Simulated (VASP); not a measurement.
A run of VASP 6.6.1 is set up as follows.

File INCAR:

```
PREC = Normal ; ENCUT = 520
EDIFF = 1E-5 ; ISMEAR = 0
SIGMA = 0.15 ; LREAL = Auto
LASPH = T ; NELM = 80
ALGO = Fast ; ISIF = 2
LWAVE = F ; LCHARG = F
GGA = PE
```

The input KPOINTS:

```
Automatic mesh
0
Gamma
  9 9 3
```

POSCAR

```
Al2SiF2
1.0
    5.9221180000      0.0000000000      0.0000000000
   -1.4805290000      2.5643520000      0.0000000000
    0.0000000000      0.0000000000      9.3314500000
Al Si F
4 2 4
Direct
    0.3333335000      0.3333330000      0.7890550000
    0.8333335000      0.3333330000      0.7890550000
    0.1666665000      0.6666670000      0.2109450000
    0.6666665000      0.6666670000      0.2109450000
    0.0000000000      0.0000000000      0.0000000000
    0.5000000000      0.0000000000      0.0000000000
    0.1666665000      0.6666670000      0.6579530000
    0.6666665000      0.6666670000      0.6579530000
    0.3333335000      0.3333330000      0.3420470000
    0.8333335000      0.3333330000      0.3420470000
```

Potentials or basis: VASP PAW PBE potentials, release 64 (Al, Si, F).

Run with:

```bash
$ cat potpaw_PBE.64/Al/POTCAR potpaw_PBE.64/Si/POTCAR potpaw_PBE.64/F/POTCAR > POTCAR
$ mpirun -np 1 vasp_std > vasp.out
```

(1) Predict the largest force.

(2) What does it give for the band gap on the k mesh?

(3) What does it give for the pressure?

## Answers

(1) 0.198 eV/Å.

(2) none (metal or under the smearing width).

(3) 0.4 GPa.
